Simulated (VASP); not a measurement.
The system is Sb.

```xyz
2
Lattice="2.1542 1.2437 3.7580 -2.1542 1.2437 3.7580 0.0000 -2.4875 3.7580" Properties=species:S:1:pos:R:3 pbc="T T T"
Sb    0.0000    0.0000    2.6324
Sb    0.0000    0.0000    8.6416
```

```yaml
Program: VASP 6.6.1
Task: relaxation of cell and atoms
Functional: r2SCAN
Potentials_or_basis: VASP PAW PBE potentials, release 64 (Sb)
Cutoff: 600 eV
k_mesh: 9 × 9 × 9
Occupations: gaussian, width 0.02 eV
Spin: no spin polarisation
```

At the start: pressure 1.9 GPa; volume 30.21 Å³/atom.

Q: How do energy, volume and symmetry change on relaxing?

A: Over 11 steps the energy falls by 6.7 meV/atom and the volume is 31.52 Å³/atom (+4.4 %); space group R-3m (No. 166, to 0.05 Å).

Step by step:
| step | energy change (eV) | largest force (eV/Å) | pressure (GPa) | volume (Å³) |
| --- | --- | --- | --- | --- |
| 1 | 0.0000 | 0.0550 | 1.90 | 60.41 |
| 2 | -0.0053 | 0.2303 | -1.15 | 63.60 |
| 3 | -0.0106 | 0.1159 | 0.04 | 62.24 |
| 4 | -0.0117 | 0.0789 | 0.04 | 62.40 |
| 5 | -0.0128 | 0.0019 | 0.04 | 62.75 |
| 6 | -0.0129 | 0.0178 | 0.04 | 62.82 |
| 7 | -0.0133 | 0.0039 | -0.03 | 62.99 |
| 8 | -0.0134 | 0.0070 | -0.08 | 63.11 |
| 9 | -0.0134 | 0.0085 | -0.08 | 63.13 |
| 10 | -0.0133 | 0.0145 | 0.13 | 62.94 |
| 11 | -0.0134 | 0.0013 | 0.01 | 63.05 |

Final structure:
```yaml
crystal:
  lattice:
    - [2.17417, 1.25526, 3.85024]
    - [-2.17417, 1.25526, 3.85024]
    - [0.00000, -2.51052, 3.85024]
  atoms:
    - { symbol: Sb, position: [0.23186, 0.23186, 0.23186] }
    - { symbol: Sb, position: [0.76814, 0.76814, 0.76814] }
```

Caveat: the PAW data sets were made with another functional, which shifts forces and pressure a little.
